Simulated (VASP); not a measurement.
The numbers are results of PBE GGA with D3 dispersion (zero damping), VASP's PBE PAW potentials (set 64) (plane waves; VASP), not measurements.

VASP input:

### KPOINTS
```
Automatic
0
Gamma
11 11 9
0 0 0
```

### INCAR
```
# general
SYSTEM = MgB2
PREC   = Accurate
ENCUT  = 520
LREAL  = .FALSE.   # projection in real space or not
LASPH  = .TRUE.

# electronic loop
EDIFF  = 1E-7
NELM   = 100   # most electronic steps
ALGO   = Normal

# smearing
ISMEAR = 1
SIGMA  = 0.1   # width (eV)

# functional
GGA    = PE   # PBE
IVDW   = 11   # D3, zero damping

# ions
IBRION = 2   # conjugate gradients
NSW    = 30   # most ionic steps
ISIF   = 4   # ions and shape, fixed volume
EDIFFG = -0.01   # ionic stop

# output
LWAVE  = .FALSE.
LCHARG = .FALSE.
```

### POSCAR
```
MgB2
1
    1.4976403982    -2.5939887891     0.0000000000
    1.4976403982     2.5939887891     0.0000000000
    0.0000000000     0.0000000000     3.3891740642
Mg B
1 2
Direct
  0.0000000000   0.0000000000   0.0000000000
  0.3333330000   0.6666670000   0.5000000000
  0.6666670000   0.3333330000   0.5000000000
```

POTCAR, in this order: Mg B (PBE.64 set). Program: vasp_std.

What VASP printed:

OSZICAR:
```
       N       E                     dE             d eps       ncg     rms          rms(c)
DAV:   1     0.656499946586E+01    0.65650E+01   -0.41277E+03  1344   0.858E+02
DAV:   2    -0.167916033466E+02   -0.23357E+02   -0.22264E+02  1840   0.116E+02
DAV:   3    -0.170562058142E+02   -0.26460E+00   -0.26459E+00  1632   0.149E+01
DAV:   4    -0.170565723274E+02   -0.36651E-03   -0.36651E-03  2048   0.502E-01
DAV:   5    -0.170565724168E+02   -0.89350E-07   -0.89393E-07  1672   0.719E-03    0.563E+00
DAV:   6    -0.154940252734E+02    0.15625E+01   -0.25091E+00  1392   0.911E+00    0.273E+00
DAV:   7    -0.152209221522E+02    0.27310E+00   -0.13626E+00  1560   0.656E+00    0.839E-01
DAV:   8    -0.152203652010E+02    0.55695E-03   -0.16074E-01  1400   0.257E+00    0.457E-01
DAV:   9    -0.152098108780E+02    0.10554E-01   -0.33969E-02  1400   0.106E+00    0.563E-02
DAV:  10    -0.152097782672E+02    0.32611E-04   -0.94290E-04  1928   0.230E-01    0.224E-02
DAV:  11    -0.152097823646E+02   -0.40974E-05   -0.89701E-05  1384   0.622E-02    0.984E-03
DAV:  12    -0.152097752574E+02    0.71071E-05   -0.30333E-05  1416   0.316E-02    0.582E-04
DAV:  13    -0.152097752988E+02   -0.41340E-07   -0.26741E-07  1856   0.492E-03
   1 F= -.15858479E+02 E0= -.15858536E+02  d E =-.158585E+02
```

### OUTCAR
```
------------------------ aborting loop because EDIFF is reached ----------------------------------------
 Edisp (eV)   -0.64870
  FORCE on cell =-STRESS in cart. coord.  units (eV):
  Direction    XX          YY          ZZ          XY          YZ          ZX
  --------------------------------------------------------------------------------------
  Total       1.76309     1.76308     1.72915     0.00000    -0.00000    -0.00000
  in kB     107.27150   107.27146   105.20693     0.00000    -0.00000    -0.00000
  external pressure =      106.58 kB  Pullay stress =        0.00 kB
  volume of cell :       26.33
      direct lattice vectors                 reciprocal lattice vectors
     1.497640398 -2.593988789  0.000000000     0.333858515 -0.192753339  0.000000000
     1.497640398  2.593988789  0.000000000     0.333858515  0.192753339  0.000000000
     0.000000000  0.000000000  3.389174064     0.000000000  0.000000000  0.295057138
 POSITION                                       TOTAL-FORCE (eV/Angst)
 -----------------------------------------------------------------------------------
      0.00000      0.00000      0.00000         0.000000      0.000000      0.000000
      1.49764      0.86466      1.69459         0.000000      0.000000      0.000000
      1.49764     -0.86466      1.69459        -0.000000     -0.000000      0.000000
 -----------------------------------------------------------------------------------
    total drift:                                0.000000     -0.000000      0.000000
  FREE ENERGIE OF THE ION-ELECTRON SYSTEM (eV)
  ---------------------------------------------------
  free  energy   TOTEN  =       -15.8584792096 eV

  energy  without entropy=      -15.8586491777  energy(sigma->0) =      -15.85853587

 reached required accuracy - stopping structural energy minimisation
```
(Selected blocks of OUTCAR.)

The compound is MgB2 in the AlB2 type structure. This cell is one point of a volume scan, at 0.94 of the reference volume.
